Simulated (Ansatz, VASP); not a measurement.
**Cross-check of Si26C27 (V_Si) between VASP and Ansatz**

One calculation is typed for both programs; each brings its own data sets. How far apart do they land? The cell is taken from a series of runs on this material, whose earlier steps may have relaxed, scaled, displaced or heated it; both programs get it as it stands.

Method: plane waves, with VASP 6.6.1 beside it; single point at HSE06, in Ansatz 0.2.0.

In doubt: a hybrid run on one k-point, which bears on gaps, levels and energies.

### Step 1. The structure

The cell holds 53 atoms: 26 Si and 27 C. Cell: a = 9.242 Å, b = 9.242 Å, c = 9.242 Å, α = 60.0°, β = 60.0°, γ = 60.0°. It derives from SiC (SiC (F-43m)). Nearest the centre at fractional (0.333, 0.667, 0.667): C43 at 2.06 Å, C41 at 2.07 Å, C35 at 2.07 Å, C44 at 2.08 Å, Si25 at 3.06 Å, Si11 at 3.06 Å, Si26 at 3.06 Å, Si12 at 3.06 Å. The cell carries charge −1.

As a file:

```cif
data_structure
_symmetry_space_group_name_H-M 'P 1'
_symmetry_Int_Tables_number 1
_cell_length_a 9.2424
_cell_length_b 9.2424
_cell_length_c 9.2424
_cell_angle_alpha 60.000
_cell_angle_beta 60.000
_cell_angle_gamma 60.000
_cell_volume 558.26
loop_
_atom_site_label
_atom_site_type_symbol
_atom_site_fract_x
_atom_site_fract_y
_atom_site_fract_z
_atom_site_occupancy
Si1 Si 0.99934 0.99930 0.00030 1
Si2 Si 0.99956 0.99926 0.33441 1
Si3 Si 0.00103 0.99835 0.66703 1
Si4 Si 0.99957 0.33344 0.00027 1
Si5 Si 0.99916 0.33304 0.33404 1
Si6 Si 0.99914 0.33297 0.66757 1
Si7 Si 0.00110 0.66602 0.99932 1
Si8 Si 0.99914 0.66650 0.33398 1
Si9 Si 0.00047 0.66626 0.66725 1
Si10 Si 0.33308 0.99913 0.00017 1
Si11 Si 0.33212 0.99831 0.33598 1
Si12 Si 0.33211 0.99853 0.66699 1
Si13 Si 0.33217 0.33489 0.99939 1
Si14 Si 0.33269 0.33291 0.33403 1
Si15 Si 0.33240 0.33431 0.66730 1
Si16 Si 0.33214 0.66589 0.99956 1
Si17 Si 0.33239 0.66621 0.33531 1
Si18 Si 0.66546 0.99934 0.00036 1
Si19 Si 0.66547 0.99930 0.33419 1
Si20 Si 0.66529 0.99919 0.66794 1
Si21 Si 0.66546 0.33318 0.00032 1
Si22 Si 0.66538 0.33345 0.33443 1
Si23 Si 0.66450 0.33497 0.66704 1
Si24 Si 0.66531 0.66694 0.00015 1
Si25 Si 0.66449 0.66604 0.33592 1
Si26 Si 0.66474 0.66597 0.66695 1
C27 C 0.08259 0.08330 0.08426 1
C28 C 0.08269 0.08383 0.41761 1
C29 C 0.08249 0.08380 0.75063 1
C30 C 0.08274 0.41659 0.08482 1
C31 C 0.08280 0.41661 0.41768 1
C32 C 0.08269 0.41655 0.75066 1
C33 C 0.08250 0.74962 0.08480 1
C34 C 0.08266 0.74966 0.41753 1
C35 C 0.05906 0.75767 0.75864 1
C36 C 0.41541 0.08356 0.08464 1
C37 C 0.41581 0.08374 0.41734 1
C38 C 0.41538 0.08326 0.75027 1
C39 C 0.41580 0.41626 0.08487 1
C40 C 0.41577 0.41652 0.41758 1
C41 C 0.42382 0.39287 0.75872 1
C42 C 0.41540 0.74922 0.08427 1
C43 C 0.42381 0.75765 0.39383 1
C44 C 0.42468 0.75844 0.75951 1
C45 C 0.74930 0.08313 0.08413 1
C46 C 0.74940 0.08329 0.41745 1
C47 C 0.74969 0.08363 0.75032 1
C48 C 0.74941 0.41646 0.08428 1
C49 C 0.74994 0.41661 0.41762 1
C50 C 0.74999 0.41632 0.75065 1
C51 C 0.74977 0.74929 0.08458 1
C52 C 0.74998 0.74963 0.41732 1
C53 C 0.74943 0.74929 0.75024 1
```

### Step 2. Ansatz: single point, HSE06

Ansatz runs on its PAW soft_1 files.

With cell and atoms fixed, the geometry can't cause a difference; cores, projectors, grids and the points listed under the comparison can.

input.yaml reads:

```yaml
crystal:
  checkpoint: "../qm1_M3.relax.run"
  host: checkpoint
total_charge: -1
basis:
  ecutwfc: 420
  xc_grid: 2
hamiltonian:
  xc: hse06
  pseudopotentials: { kind: paw, azcp: { folder: soft_1 } }
kpoints:
  mp_grid: { grid: [1, 1, 1] }
magnetization:
  spin_polarized: true
  initial_magnetization: 3
  spin_locking: { lock_magnetization: hard }
scf:
  occupations: { method: fixed }
  max_iter: 60
output:
  forces: true
  charged_corrections:
    epsilon: 7.06
    static_epsilon: 10.43
    defect_position: [0.333333, 0.666667, 0.666667]
  eigenvalues: true
  eigenstates: { localisation: true }
  populations: true
  efg: {}
  write_density: true
  write_potential: true
  volumetric_format: npy
checkpoint:
  read: "../qm1_M3.relax.run"
  write: "../qm1_M3.hyb.run"
  compress: false
  write_wavefunctions: false
  write_every: 100000
```

Run with:

```sh
$ ansatz run input.yaml --threads 8 --pin off --max-ram 18841MiB --backend cpu --events-out ev --progress --plain --runs-dir out
```

Numbers of over 12 decimals in the logs are rounded to 6 here.

What it wrote:

```text
Warning: checkpoint.read: hamiltonian.xc differs: saved pbesol, current hse06; the SCF iterates under this deck's functional from the saved state
crystal.checkpoint: the structure is that of <dir>, a `relax` run, at its step 5: its result, under pbesol at a charge of -1 e; 53 atoms read, 0 with a starting moment; this deck's functional is hse06; crystal.structure_sha256 for this input is
exact exchange: scf.exx.singularity resolves to wigner_seitz, which cuts the screened interaction at the faces of the exchange supercell's Wigner-Seitz cell, so that each pair interacts once, at the shortest of its separations (the periodic images that this leaves out come, for a point-like exchange hole, to about 0.031 eV on a filled level). The cut falls within the interaction's reach, and what an exchange supercel [...]
Engine: ansatz 0.2.0, aarch64-unknown-linux-gnu
Pseudopotentials: kind: paw
Pseudopotential: Si, paw, valence charge 4, recommended cutoff 420 eV (normal), soft_1/Si.paw.azcp
Pseudopotential: C, paw, valence charge 4, recommended cutoff 420 eV (normal), soft_1/C.paw.azcp
Functional definition: HSE06
  parameter a = 0.25
  parameter omega = 0.11/bohr
  exchange = pbe_x - a*pbe_x_sr(omega) + a*exact_x_sr(omega)
  correlation = pbe_c
davidson cushion auto → on  (no smearing: the cushion is to keep the highest requested band from converging to the state above it; pin scf.eigensolver.cushion to override)
Crystal: 53 atoms, lattice volume = 558.264 Å³
Basis set: ecut = 420 eV, 10969 PW (Γ), exchange–correlation on 128×128×128 points (8 copies of the dense FFT grid, shifted against one another)
Bands: 161, of which v1, the nominal top of the filled ones, is band 107 counted from 1 (106 counted from 0)
Symmetry: 1 space group operations
Space group: P1 (ITA 1), of the structure as read, at distance tolerance 8.2e-5 Å
Magnetic group: BNS 1.1 (UNI 1), of the structure as read, at distance tolerance 8.2e-5 Å
k-points: 1
Non-local potential: Si, projectors of the file, l = 0: 2, l = 1: 2, l = 2: 1
Non-local potential: C, projectors of the file, l = 0: 2, l = 1: 2, l = 2: 1
PAW form: soft (Blöchl's): semilocal exchange-correlation on the pseudo side does not see the compensation charge
PAW frozen core: Si, regenerated for the run's functional, and the local potential with it (the file was generated under x = pbe(κ = 0.804, μ = 0.219515), c = pbe(β = 0.066725))
PAW frozen core: C, regenerated for the run's functional, and the local potential with it (the file was generated under x = pbe(κ = 0.804, μ = 0.219515), c = pbe(β = 0.066725))
PAW one-centre angular grid: Si, 110 points (default); XC on 64 Gauss nodes
PAW one-centre angular grid: C, 110 points (default); XC on 64 Gauss nodes
Initial density: read from a saved state, or passed on in memory by an earlier SCF of this step, an earlier step, the calling program or the single point that the run made first
Starting moments: Σ|m| = 3 μB on 53 of 53 sites; this step starts from the density that it was given
Initial wavefunctions: pseudopotential atomic-orbital guess
Functional: x = pbe(κ = 0.804, μ = 0.219515), c = pbe(β = 0.066725), warm-up for x = pbe(κ = 0.804, μ = 0.219515) + 0.25 (exact − pbe) at short range (hse, ω = 0.207870 Å⁻¹), c = pbe(β = 0.066725); HSE06 as pw.x's `hse` composes it (authors' and Libxc's form: `xc: wpbeh`)
iter 1 solved again at ethr=4.40e-4 eV; its pass at ethr=1.00e-1 eV (dr2=9.37e-1 eV) is discarded
SCF iter   1: F=—  HF=-23288.900815 eV  |F-HF|=—  |Δ(HF+E_count)|=         —  Δρ=6.13e-3 (↑6.13e-3 ↓6.02e-3)  dr2=9.38e-1  dr2_m=3.01e-3  M=3.000 μB ∫|m|=3.180 μB  β_m=0.30  ethr=4.40e-4  ⟨swp⟩=10.5  Hψ=2270  notcnv=0
preconditioner: auto → none  [insulator: Δε(μ)=1.917 eV  Ē_g=11.523 eV  n_scr=112 (ndim 8)  ℏωp=22.9 eV  f_vac=0.000]
SCF iter   2: F=—  HF=-23288.646637 eV  |F-HF|=—  |Δ(HF+E_count)|=   2.54e-1  Δρ=2.60e-3 (↑2.60e-3 ↓2.56e-3)  dr2=1.43e-1  dr2_m=1.31e-3  M=3.000 μB ∫|m|=3.182 μB  β_m=0.39  ethr=4.40e-4  ⟨swp⟩=2.5  Hψ=711  notcnv=0
[...]
atom  37  C  V_zz =    -0.036492   η = 0.0115   by run symmetry: allowed
            electrostatic potential = -418.085334 V   contact ρ = 864.529991 e/Å³   contact ρ_s (e/Å³): all electrons +0.000155, valence +0.000121
  atom  38  Si V_zz =    +0.319815   η = 0.8766   by run symmetry: allowed
            electrostatic potential = -1360.969760 V   contact ρ = 12856.217608 e/Å³   contact ρ_s (e/Å³): all electrons -0.007345, valence -0.007199
  atom  39  C  V_zz =    -0.041561   η = 0.2804   by run symmetry: allowed
            electrostatic potential = -418.081658 V   contact ρ = 864.531002 e/Å³   contact ρ_s (e/Å³): all electrons -0.000089, valence -0.000126
  atom  40  Si V_zz =    +0.271143   η = 0.6478   by run symmetry: allowed
            electrostatic potential = -1361.055426 V   contact ρ = 12856.324811 e/Å³   contact ρ_s (e/Å³): all electrons -0.053444, valence -0.053180
  atom  41  C  V_zz =    +0.265337   η = 0.1618   by run symmetry: allowed
            electrostatic potential = -418.217041 V   contact ρ = 864.946821 e/Å³   contact ρ_s (e/Å³): all electrons +0.074563, valence +0.131690
  atom  42  Si V_zz =    +0.321007   η = 0.8904   by run symmetry: allowed
            electrostatic potential = -1360.969579 V   contact ρ = 12856.217653 e/Å³   contact ρ_s (e/Å³): all electrons -0.007360, valence -0.007213
  atom  43  C  V_zz =    -0.042352   η = 0.2685   by run symmetry: allowed
            electrostatic potential = -418.081516 V   contact ρ = 864.531010 e/Å³   contact ρ_s (e/Å³): all electrons -0.000084, valence -0.000121
  atom  44  Si V_zz =    -0.225195   η = 0.2289   by run symmetry: allowed
            electrostatic potential = -1360.970970 V   contact ρ = 12856.218835 e/Å³   contact ρ_s (e/Å³): all electrons -0.007228, valence -0.007084
  atom  45  C  V_zz =    -0.130274   η = 0.4393   by run symmetry: allowed
            electrostatic potential = -418.164842 V   contact ρ = 864.560017 e/Å³   contact ρ_s (e/Å³): all electrons +0.000734, valence +0.001502
  atom  46  Si V_zz =    -1.949420   η = 0.1100   by run symmetry: allowed
            electrostatic potential = -1361.349724 V   contact ρ = 12856.265076 e/Å³   contact ρ_s (e/Å³): all electrons -0.231006, valence -0.227433
  atom  47  C  V_zz =    -0.118842   η = 0.6565   by run symmetry: allowed
            electrostatic potential = -418.156578 V   contact ρ = 864.559095 e/Å³   contact ρ_s (e/Å³): all electrons +0.001201, valence +0.001989
  atom  48  Si V_zz =    +0.272604   η = 0.6469   by run symmetry: allowed
            electrostatic potential = -1361.055365 V   contact ρ = 12856.325155 e/Å³   contact ρ_s (e/Å³): all electrons -0.053461, valence -0.053199
  atom  49  C  V_zz =    +0.265162   η = 0.1604   by run symmetry: allowed
            electrostatic potential = -418.217134 V   contact ρ = 864.946863 e/Å³   contact ρ_s (e/Å³): all electrons +0.074565, valence +0.131672
  atom  50  Si V_zz =    -1.950806   η = 0.1071   by run symmetry: allowed
            electrostatic potential = -1361.349972 V   contact ρ = 12856.265368 e/Å³   contact ρ_s (e/Å³): all electrons -0.231110, valence -0.227531
  atom  51  C  V_zz =    -0.117860   η = 0.6564   by run symmetry: allowed
            electrostatic potential = -418.156691 V   contact ρ = 864.559148 e/Å³   contact ρ_s (e/Å³): all electrons +0.001287, valence +0.002078
  atom  52  Si V_zz =    -1.971591   η = 0.2165   by run symmetry: allowed
            electrostatic potential = -1361.351216 V   contact ρ = 12856.248455 e/Å³   contact ρ_s (e/Å³): all electrons -0.225922, valence -0.222325
  atom  53  C  V_zz =    +0.247262   η = 0.0045   by run symmetry: allowed
            electrostatic potential = -418.227158 V   contact ρ = 864.944587 e/Å³   contact ρ_s (e/Å³): all electrons +0.074304, valence +0.130649
--- Charged-cell corrections in eV (Makov–Payne, q = -1.000 e, ε = 7.060 of the electrons, 10.430 with the ions) ---
  F (periodic)     = -23305.406018  (uncorrected; the corrections below are reported, never added to it)
  E_corr1          = +0.357720  (monopole, q²α_M/2εL)
  F Makov-Payne    = n/a  (the rows are of the electrons' constant alone; ansatz place-levels tells what screens the charge)
  no potential alignment in this run, which stands beside a crystal: run the host's input off ansatz write-host-input, and read the two finished runs by ansatz place-levels (neither reads a slab, a wire or a sheet, whose cell leaves a vacuum)
--- Band table (eV) ---
  k-point 0 ↑: bands = [... 103 lower, 8.2497, 8.2968, 9.0892, 9.0896, 9.0951, 12.1499, 12.1501, 12.2146, ... 50 higher]
  k-point 0 ↓: bands = [... 103 lower, 8.3763, 8.4284, 11.5838, 11.5871, 11.5876, 12.1506, 12.1508, 12.2803, ... 50 higher]
--- Löwdin populations: 53 sites ---
  site symbol       q [e]    m [muB]
     0     Si      2.9328     0.0008
     1      C      5.0008     0.0002
     2     Si      2.9334     0.0008
     3      C      5.0056     0.0027
     4     Si      2.9382    -0.0238
     5      C      5.0058     0.0028
     6     Si      2.9333     0.0008
     7      C      5.0056     0.0027
     8     Si      2.9337    -0.0025
     9      C      5.0056     0.0001
    10     Si      2.9337    -0.0024
    11      C      5.0051     0.0026
    12     Si      2.9381    -0.0238
    13      C      5.0058     0.0028
    14     Si      2.9337    -0.0024
    15      C      5.0051     0.0026
    16     Si      2.9372    -0.0234
    17      C      4.8464     0.6850
    18     Si      2.9347    -0.0057
    19      C      4.9887     0.0805
    20     Si      2.9381    -0.0238
    21      C      5.0058     0.0028
    22     Si      2.9349    -0.0238
    23      C      4.9909     0.0791
[...]
45     Si      2.9381    -0.0238
    46      C      5.0059     0.0028
    47     Si      2.9347    -0.0058
    48      C      4.9887     0.0805
    49     Si      2.9381    -0.0238
    50      C      5.0058     0.0028
    51     Si      2.9349    -0.0238
    52      C      4.9909     0.0792
  spilling = 0.010699 (of n_electrons = 213.000000)
```

[end of part 1 of 2]

[Lines on the potential files, build, host, timing and source positions are cut from VASP's logs without a mark.]

[Logs are printed without paths, hosts, clocks, repeated set-up lines and the standing remarks that a program may print on its own settings, such as how far it seeks lower states.]

[Hosts, paths, dates, database ids (printed as entryN), source tags and the programs' standing remarks are cut or masked in the printed files.]
